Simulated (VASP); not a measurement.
Data:

```
W5Si3
1.0
   -4.79735     4.79735     2.47020
    4.79735    -4.79735     2.47020
    4.79735     4.79735    -2.47020
Si W
6 10
Cartesian
  0.00000   0.00000   1.23510
  0.00000   0.00000   3.70530
  3.18408   1.61327   2.47020
  1.61327   3.18408   0.00000
 -1.61327   3.18408   2.47020
  6.41062   1.61327   0.00000
  4.07941   2.64625   0.00000
  0.71794   2.15110   2.47020
  2.15110  -0.71794   2.47020
  2.64625   5.51528   0.00000
  4.07941  -2.64625   2.47020
  0.71794   7.44360   0.00000
  2.15110   0.71794   0.00000
  2.64625   4.07941   2.47020
  4.79735   0.00000   1.23510
  0.00000   4.79735   1.23510
```

These are PBEsol GGA, VASP's PBE PAW potentials (set 64) (plane waves; VASP) values and carry that method's errors. Numerical set-up: LREAL = Auto, 400 eV cut-off, Gaussian smearing of 0.050 eV, potentials Si W_sv.

Q: Give the energies of bands 78 to 91 at the high-symmetry points, in eV from the Fermi level.

A: 
```tsv
band	Γ	X	M	Z	P	N
78	-0.81	-1.06	-1.26	-1.51	-1.19	-1.39
79	-0.43	-0.76	-1.04	-0.69	-1.13	-1.02
80	-0.43	-0.58	-0.96	-0.69	-1.13	-1.02
81	0.32	-0.55	-0.96	-0.50	-0.65	-0.54
82	0.32	-0.25	-0.41	-0.01	-0.65	-0.54
83	0.34	0.10	0.06	0.11	-0.30	0.21
84	0.59	0.25	0.06	0.11	-0.30	0.21
85	0.97	0.28	0.09	0.53	0.29	0.43
86	1.16	0.89	0.31	0.57	0.29	0.43
87	1.16	1.15	0.31	0.57	0.44	0.78
88	1.27	1.16	0.71	0.78	0.44	0.78
89	1.34	1.42	0.84	0.85	1.35	1.27
90	1.80	1.49	0.96	1.10	1.35	1.27
91	2.16	1.58	1.20	1.40	1.88	1.44
```

It has no gap at this level: it comes out as a metal or semimetal.

The structure comes from a computed database's Si3W5 entry (I4/mcm); how it stands against other phases isn't given here. It was relaxed first.
